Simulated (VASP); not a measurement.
An input for Ansatz (written as the equivalent of a VASP run, and not itself run):

Ansatz 0.2 input:
```yaml
crystal:
  lattice:
    - [2.0427600, -3.5381637, 0.0000000]
    - [2.0427600, 3.5381637, 0.0000000]
    - [0.0000000, 0.0000000, 5.3900766]
  atoms:
    - { symbol: Te, position: [0.3333330, 0.6666670, 0.2533208] }
    - { symbol: Te, position: [0.6666670, 0.3333330, 0.7466792] }
    - { symbol: Pt, position: [0.0000000, 0.0000000, 0.0000000] }
kpoints:
  mp_grid: { grid: [8, 8, 5] }
hamiltonian:
  xc: pbe
  pseudopotentials: { kind: paw }
scf:
  occupations: { method: methfessel_paxton, width: 0.1 }
  max_iter: 100
relax:
  max_steps: 60
  f_tol: 0.02
  cell: {}
output: { forces: true, stress: true, eigenvalues: true }
```

### Question
Write the VASP files for the same calculation (PBE).

### Answer
Several could match; the one computed here: 
### INCAR
```
SYSTEM = PtTe2
PREC = Accurate
ENCUT = 520
EDIFF = 1E-6
NELM = 100
ALGO = Normal
LREAL = .FALSE.
LASPH = .TRUE.
ISMEAR = 1
SIGMA = 0.1
GGA = PE
LMAXMIX = 6
LWAVE = .FALSE.
LCHARG = .FALSE.
IBRION = 2
ISIF = 3
NSW = 60
EDIFFG = -0.02
```

KPOINTS:
```
kpoints
0
gamma
  8 8 5
```

File POSCAR:
```
PtTe2
1
    2.0427600191    -3.5381637480    -0.0000000000
    2.0427600191     3.5381637480     0.0000000000
   -0.0000000000    -0.0000000000     5.3900766163
Te Pt
2 1
Direct
  0.3333330000   0.6666670000   0.2533207841
  0.6666670000   0.3333330000   0.7466792159
  0.0000000000   0.0000000000   0.0000000000
```

POTCAR, in this order: Te Pt (PBE.64 set). Program: vasp_std.

Limits of the translation: each code has its own PAW files, so the cut-off isn't converted (ENCUT is set for VASP's; basis.ecutwfc is left out, and Ansatz then takes the one that its files recommend); Ansatz stops its SCF on the density residual and VASP on the energy change (EDIFF).

The compound is PtTe2 in the 1T layered structure. This run relaxes it. Symmetry was kept, so distortions that lower it aren't found. The start is the result of an earlier pass.
